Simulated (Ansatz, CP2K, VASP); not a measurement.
# Co: 3 runs at one level of theory

```
Co
1.0
     2.34715    0.00000    0.00000
    -1.17358    2.03269    0.00000
     0.00000    0.00000   23.80000
Co
1
Direct
  0.00000 0.00000 0.29412
```

Alike in all runs: functional PBE; k mesh 13 × 13 × 1; occupations fermi-dirac, width 0.05 eV; collinear spin, ferromagnetic start; no spin-orbit coupling.

```
                                       program and potentials  plane-wave cutoff (eV)                                                  notes  net moment per atom (μB)
               Ansatz, all-electron LAPW, scalar-relativistic                       -                                                      -                      1.72
                               VASP, PBE PAW files Co, 520 eV                     520                 9 valence electrons an atom on average                      1.72
CP2K, POTENTIAL_UZH Co GTH-PBE-q17; TZVP-MOLOPT-PBE-GTH basis                       -  atomic basis; 17 valence electrons an atom on average                      1.75
```

The net moment per atom spans 1.72 (VASP, PBE PAW files Co, 520 eV) to 1.75 μB (CP2K, POTENTIAL_UZH Co GTH-PBE-q17; TZVP-MOLOPT-PBE-GTH basis), with all-electron results at 1.72. The state is the one that the start led to, which needn't be the lowest. Rows in atomic bases carry the error of their basis and grid, which can be large.

Differences between rows come from potentials, basis sets and numerical settings, since the functional is the same but for its coding. Runs on potential files found faulty are left out.
